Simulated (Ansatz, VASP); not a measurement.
# Si125GeC22 (amorphous Si0.85C0.15): VASP beside Ansatz, part 2 of 2

One calculation is typed for both programs; each brings its own data sets. How far apart do they land? Of the first pair: The structure shown is the start of the Ansatz relaxation below; VASP solves that cell, so the two are compared at the walk's first step.

VASP 6.6.1 and Ansatz 0.2.0.

So far. Step 3 (VASP: single point, PBE, start cell, pair 1): The run ends at a pressure of 1.94 GPa, with forces up to 0.71 eV/Å.

**4. Side by side**

Known differences besides the potentials themselves: the cutoff is 420 eV in Ansatz and 520 eV in VASP (PREC = Accurate, projectors in real space). Total energies have different zeros and are not compared.

Forces on 10 of the 148 atoms, those with the largest forces and the largest differences (eV/Å; atoms numbered as in POSCAR):

```csv
atom,"Ansatz x, y, z","VASP x, y, z"
Si21,"0.381, 0.103, 0.196","0.382, 0.101, 0.196"
Si55,"-0.068, -0.267, -0.377","-0.063, -0.274, -0.380"
Si63,"-0.041, 0.369, -0.497","-0.036, 0.365, -0.494"
Si78,"0.003, 0.057, -0.229","0.000, 0.062, -0.232"
Si97,"-0.447, 0.011, 0.568","-0.442, 0.012, 0.561"
Si125,"0.187, 0.465, 0.174","0.188, 0.460, 0.175"
Ge126,"-0.161, -0.372, 0.160","-0.169, -0.368, 0.168"
C128,"0.005, -0.001, 0.009","0.013, 0.042, -0.033"
C129,"0.011, -0.034, 0.022","0.049, -0.036, -0.004"
C132,"-0.019, 0.014, 0.012","-0.041, -0.022, -0.019"
```

The forces differ by 7.1 meV/Å r.m.s., which is 10.8 % of the r.m.s. force of 0.066 eV/Å (both taken over all components).

**5. Ansatz: relaxation, PBE**

This run makes the geometry at which the two programs are then compared.

The structure compared here is the end of the Ansatz relaxation.

This is the run of step 2 again, met here at its other cell.

**6. VASP: single point, PBE, relaxed atoms in a fixed cell, pair 2**

The same cell, functional, mesh and smearing now go to VASP, with its own data sets.

Input file INCAR:

```
SYSTEM = Si125GeC22
PREC = Accurate
ENCUT = 520
EDIFF = 1E-06
NELM = 120
ISMEAR = 0
SIGMA = 0.025
LREAL = Auto
ALGO = Normal
GGA = PE
NBANDS = 404
LORBIT = 11
LWAVE = .FALSE.
LCHARG = .FALSE.
ISIF = 2
LASPH = .TRUE.
GGA_COMPAT = .FALSE.
EFERMI = MIDGAP
```

Input file POSCAR:

```
Si125GeC22
1.0
   13.5152000000      0.0000000000      0.0000000000
    0.0000000000     13.5152000000      0.0000000000
    0.0000000000      0.0000000000     13.5152000000
Si Ge C
125 1 22
Direct
    0.5566600000      0.1748600000      0.9738300000
    0.1784900000      0.9876500000      0.3114100000
[... 5 atom lines left out ...]
    0.6303300000      0.1375200000      0.4661700000
[... 12 atom lines left out ...]
    0.5637500000      0.8485800000      0.4353600000
    0.3765700000      0.6169500000      0.0729900000
[... 1 atom line left out ...]
    0.4189700000      0.5987700000      0.3189000000
    0.7792900000      0.6786900000      0.3970300000
[... 1 atom line left out ...]
    0.1096300000      0.6221000000      0.5754800000
[... 1 atom line left out ...]
    0.2928800000      0.5442100000      0.4196900000
    0.6991500000      0.8884100000      0.3336500000
    0.4797100000      0.4503700000      0.2422300000
[... 8 atom lines left out ...]
    0.1414500000      0.8705700000      0.4326700000
    0.2666700000      0.8226800000      0.0074000000
[... 4 atom lines left out ...]
    0.3370600000      0.9179900000      0.6286700000
[... 1 atom line left out ...]
    0.5694500000      0.8724900000      0.6071000000
[... 3 atom lines left out ...]
    0.3006800000      0.1054900000      0.3476100000
[... 2 atom lines left out ...]
    0.3402400000      0.7075100000      0.2118700000
[... 5 atom lines left out ...]
    0.4304300000      0.9027700000      0.0199800000
[... 1 atom line left out ...]
    0.3654000000      0.9350400000      0.2315900000
[... 1 atom line left out ...]
    0.2817900000      0.6504400000      0.5549800000
[... 4 atom lines left out ...]
    0.1509400000      0.4881800000      0.3384800000
    0.2161100000      0.0402000000      0.6145400000
[... 5 atom lines left out ...]
    0.3157900000      0.1404900000      0.5158400000
    0.4717200000      0.8203400000      0.1621000000
    0.5771800000      0.0287100000      0.0700300000
[... 1 atom line left out ...]
    0.5398900000      0.6712800000      0.4228500000
[... 4 atom lines left out ...]
    0.0639500000      0.7517500000      0.3317000000
[... 6 atom lines left out ...]
    0.2185800000      0.0583600000      0.1075500000
[... 3 atom lines left out ...]
    0.2861300000      0.8115600000      0.5029900000
[... 6 atom lines left out ...]
    0.6742700000      0.0695800000      0.3155200000
[... 5 atom lines left out ...]
    0.4624400000      0.6552900000      0.5800900000
    0.4762900000      0.0874400000      0.5569700000
[... 1 atom line left out ...]
    0.1645100000      0.7341300000      0.1899800000
[... 4 atom lines left out ...]
    0.2692200000      0.7987600000      0.7390900000
[... 3 atom lines left out ...]
    0.6373400000      0.7888100000      0.2051900000
[... 1 atom line left out ...]
    0.5299900000      0.0989700000      0.2232300000
    0.4532800000      0.9884600000      0.4082200000
    0.3901500000      0.8147200000      0.3655300000
[... 1 atom line left out ...]
    0.6703400000      0.6532600000      0.1943900000
[... 2 atom lines left out ...]
    0.6565000000      0.6223000000      0.3707600000
[... 2 atom lines left out ...]
    0.5261200000      0.7466600000      0.6747900000
[... 4 atom lines left out ...]
    0.4165400000      0.0514100000      0.2881300000
    0.6502300000      0.5828100000      0.2697800000
    0.2273000000      0.9408600000      0.1863500000
[... 1 atom line left out ...]
    0.4707000000      0.9697000000      0.6399100000
    0.1803500000      0.8565600000      0.1213500000
[... 3 atom lines left out ...]
    0.9838000000      0.2774600000      0.1481400000
```

Input file KPOINTS:

```
Automatic mesh
0
Gamma
1 1 1
0 0 0
```

Potentials, in the order of the species: Si, Ge_d and C (PBE family, release 64).

The run is started by

```bash
export OMP_NUM_THREADS=3
mpirun -np 1 vasp_gam
```

Numbers of over 12 decimals in the logs are rounded to 6 here.

Log:

```text
[... set-up lines as in an earlier step ...]
 entering main loop
       N       E                     dE             d eps       ncg     rms          rms(c)
DAV:   1     0.371471433245E+04    0.37147E+04   -0.26660E+05   808   0.144E+03
DAV:   2    -0.290468947412E+03   -0.40052E+04   -0.37283E+04   992   0.266E+02
DAV:   3    -0.842590518675E+03   -0.55212E+03   -0.52739E+03   988   0.107E+02
DAV:   4    -0.876020197421E+03   -0.33430E+02   -0.32696E+02  1000   0.289E+01
[...]
DAV:  17    -0.833716490645E+03   -0.10295E-04   -0.12014E-04  1024   0.134E-02    0.120E-02
DAV:  18    -0.833716491656E+03   -0.10110E-05   -0.12572E-05   960   0.570E-03    0.782E-03
DAV:  19    -0.833716492357E+03   -0.70050E-06   -0.61920E-06   896   0.350E-03
   1 F= -.83371649E+03 E0= -.83371649E+03  d E =-.354563E-05
```

From OUTCAR (step 6):

```text
  Total        4.7789827     42.3211223     41.2330428    -20.8234226    -10.0918519     -9.9024019
  in kB        3.1015488     27.4663107     26.7601496    -13.5143532     -6.5495886     -6.4266359
  external PRESSURE =      19.1093363 kB  Pullay stress =       0.0000000 kB

 POSITION                                       TOTAL-FORCE (eV/Angst)
 -----------------------------------------------------------------------------------
      7.52337      2.36327     13.16151        -0.000316      0.002798      0.004427
      2.41233     13.34829      4.20877        -0.004210      0.003543      0.001967
[...]
1.22380      4.33419      7.56486         0.005302      0.004368     -0.000441
      9.76027     11.70254      1.03134        -0.002952     -0.007244      0.002421
     11.02056      1.03216      2.02228         0.010079     -0.006882     -0.002638
      0.68900     12.15422      0.94214         0.000474      0.009184     -0.005387
      4.26797      1.89875      6.97168        -0.007301     -0.003232      0.004701
      6.37539     11.08706      2.19081         0.006290      0.002807     -0.009431
      7.80070      0.38802      0.94647        -0.001222      0.002726      0.002791
      8.24062      5.02401      7.42485        -0.000362      0.002218      0.001247
      7.29672      9.07248      5.71490        -0.001408     -0.007324      0.001048
      7.00574     11.76079     11.89324        -0.003994      0.001406     -0.002405
     11.39683      3.16756      4.76451         0.005775      0.002707      0.002520
[...]
-----------------------------------------------------------------------------------
    total drift:                                0.027440      0.015534      0.023968

  FREE ENERGIE OF THE ION-ELECTRON SYSTEM (eV)
  ---------------------------------------------------
  free  energy   TOTEN  =      -833.7164923568 eV

  energy  without entropy=     -833.7164888111  energy(sigma->0) =     -833.71649058

[... 2 parts as in an earlier step ...]

[... 1 further part left out ...]
[key lines of the parts left out:]
E-fermi :   7.0691
```

The run ends at a pressure of 1.91 GPa, with forces up to 0.049 eV/Å.

**7. Comparison**

Both answers:

```
              quantity  Ansatz   VASP  difference
gap on the k mesh (eV)   0.149  0.150       0.000
```

The largest component of a force difference here is 38 meV/Å. A gap on the mesh is an upper bound, since the band edges may lie between its points.

**8. Outcome**

| Item | Value |
| --- | --- |
| r.m.s. force difference (single point, PBE, start cell, pair 1) | 7.1 meV/Å |
| difference in gap on the k mesh (single point, PBE, relaxed atoms in a fixed cell, pair 2) | -4.1e-4 eV |
| r.m.s. force difference (single point, PBE, relaxed atoms in a fixed cell, pair 2) | 7.2 meV/Å |

The r.m.s. force difference is 7.2 meV/Å (single point, PBE, relaxed atoms in a fixed cell, pair 2), within the 12 meV/Å picked in this series as the mark of a large difference. How closely two codes agree says nothing of how well the functional describes the real material.

[Lines on the potential files, build, host, timing and source positions are cut from VASP's logs without a mark.]

[Logs are printed without paths, hosts, clocks, repeated set-up lines and the standing remarks that a program may print on its own settings, such as how far it seeks lower states.]

[Hosts, paths, dates, database ids (printed as entryN), source tags and the programs' standing remarks are cut or masked in the printed files.]
